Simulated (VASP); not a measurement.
A run of VASP 6.6.1:

INCAR

```
SYSTEM = Si7W4
PREC = Accurate
ENCUT = 520
EDIFF = 1E-7
ISMEAR = 0
SIGMA = 0.05
LREAL = .False.
LASPH = .True.
NELM = 100
ALGO = Fast
ISIF = 2
LWAVE = .False.
LCHARG = .False.
GGA = PS
NBANDS = 53
```

Contents of KPOINTS:

```
regular mesh
0
Gamma
  5 5 5
  0 0 0
```

The input POSCAR:

```
Si7W4
1.0
   -3.2034200408      3.2034200408      7.8134584989
    1.6017100204     -1.6017100204      3.9067292494
    3.2034200408      3.2034200408     -7.8134584989
Si W
7 4
Direct
    0.1702810131      0.3351690400      0.0041015539
    0.3315775026      0.6566628812     -0.0064579417
    0.1720011656      0.3525238487      0.4999999936
    0.6661794400      0.3269659067     -0.0041015539
    0.8380354252      0.6695787391      0.0064579417
    0.6603442886      0.3430471938      0.4999999936
    0.8356155717      0.6716338507      0.4999999936
   -0.0054097226      0.0128465116      0.4999999936
   -0.0017732143     -0.0074079266      0.9938674790
    0.5046817191      0.0015305725      0.4999999936
    0.5043592749      0.0048570645      1.0061324956
```

Potentials or basis: VASP PAW PBE potentials, release 64 (Si, W_sv).

Run with:

```console
$ cat potpaw_PBE.64/Si/POTCAR potpaw_PBE.64/W_sv/POTCAR > POTCAR
$ mpirun -np 1 vasp_std > vasp.out
```

Hardware: 1 thread of AMD EPYC 9R45 (Zen 5), with other jobs on the host.

Task: Estimate the wall time of this run.

Result: Wall time 12 min on 1 thread of AMD EPYC 9R45 (Zen 5) (shared host), peak memory 0.53 GiB. Counts: scf iterations 19, k points 39.
